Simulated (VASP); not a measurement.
Output of a VASP run:

File OSZICAR:
```
       N       E                     dE             d eps       ncg     rms          rms(c)
DAV:   1     0.878962676403E+02    0.87896E+02   -0.81075E+03  3068   0.101E+03
DAV:   2    -0.231220809313E+02   -0.11102E+03   -0.10955E+03  3634   0.278E+02
DAV:   3    -0.256675659531E+02   -0.25455E+01   -0.24962E+01  4068   0.400E+01
DAV:   4    -0.256840247121E+02   -0.16459E-01   -0.16453E-01  3459   0.366E+00
DAV:   5    -0.256842253752E+02   -0.20066E-03   -0.20066E-03  4152   0.376E-01    0.250E+01
DAV:   6    -0.249117622554E+02    0.77246E+00   -0.47942E+00  3648   0.160E+01    0.849E+00
DAV:   7    -0.248286820740E+02    0.83080E-01   -0.34218E-01  3459   0.340E+00    0.466E+00
DAV:   8    -0.248049328584E+02    0.23749E-01   -0.51655E-02  3886   0.199E+00    0.311E-01
DAV:   9    -0.248045348348E+02    0.39802E-03   -0.13535E-03  3669   0.290E-01    0.183E-01
DAV:  10    -0.248044571031E+02    0.77732E-04   -0.33230E-04  3732   0.178E-01    0.347E-02
DAV:  11    -0.248044501656E+02    0.69375E-05   -0.40307E-05  3774   0.506E-02    0.147E-02
DAV:  12    -0.248044502292E+02   -0.63647E-07   -0.16141E-06  2652   0.878E-03
   1 F= -.24804450E+02 E0= -.24791744E+02  d E =-.254133E-01
```

OUTCAR:
```
------------------------ aborting loop because EDIFF is reached ----------------------------------------
  FORCE on cell =-STRESS in cart. coord.  units (eV):
  Direction    XX          YY          ZZ          XY          YZ          ZX
  --------------------------------------------------------------------------------------
  Total        0.2685725      0.2685725      0.2495844      0.0000000      0.0000000      0.0000000
  in kB       10.5523298     10.5523298      9.8062799      0.0000000      0.0000000      0.0000000
  external PRESSURE =      10.3036465 kB  Pullay stress =       0.0000000 kB
  volume of cell :       40.78
      direct lattice vectors                 reciprocal lattice vectors
    -1.610778000  1.610778000  3.929094000     0.000000000  0.310409007  0.127255800
     1.610778000 -1.610778000  3.929094000     0.310409007  0.000000000  0.127255800
     1.610778000  1.610778000 -3.929094000     0.310409007  0.310409007  0.000000000
 POSITION                                       TOTAL-FORCE (eV/Angst)
 -----------------------------------------------------------------------------------
      0.00000      0.00000      5.22570        -0.000000     -0.000000      0.100565
      0.00000      0.00000      2.63249         0.000000      0.000000     -0.100565
      0.00000      0.00000      0.00000         0.000000      0.000000      0.000000
 -----------------------------------------------------------------------------------
    total drift:                                0.000000      0.000000     -0.000000
  FREE ENERGIE OF THE ION-ELECTRON SYSTEM (eV)
  ---------------------------------------------------
  free  energy   TOTEN  =       -24.8044502292 eV

  energy  without entropy=      -24.7790369721  energy(sigma->0) =      -24.79174360
```
(Selected blocks of OUTCAR.)

File POSCAR:
```
WSi2
1
   -1.6107780000     1.6107780000     3.9290940000
    1.6107780000    -1.6107780000     3.9290940000
    1.6107780000     1.6107780000    -3.9290940000
Si W
2 1
Direct
  0.6650000000   0.6650000000   0.0000000000
  0.3350000000   0.3350000000   0.0000000000
  0.0000000000   0.0000000000   0.0000000000
```

**Question.** Reconstruct the remaining input files.

**Answer.** One answer among several that fit: the input of the run itself, PBE GGA, plane waves, VASP's PBE PAW potentials (set 64).

**INCAR**
```
! general
SYSTEM   =  WSi2
PREC     =  Accurate
ENCUT    =  300
LREAL    =  F
LASPH    =  T

! electronic loop
EDIFF    =  1E-6
NELM     =  100
ALGO     =  Normal
LMAXMIX  =  6

! smearing
ISMEAR   =  -1
SIGMA    =  0.136

! functional
GGA      =  PE

! ions
ISIF     =  2

! output
LWAVE    =  F
LCHARG   =  F
```

### KPOINTS
```
Automatic mesh
0
gamma
10 10 10
```

POTCAR, in this order: Si W_sv (PBE.64 set). Program: vasp_std.

At this cut-off the stress carries a Pulay error, which pulls relaxed volumes low.

The structure is a typed WSi2 crystal. The cell was not relaxed at this level.
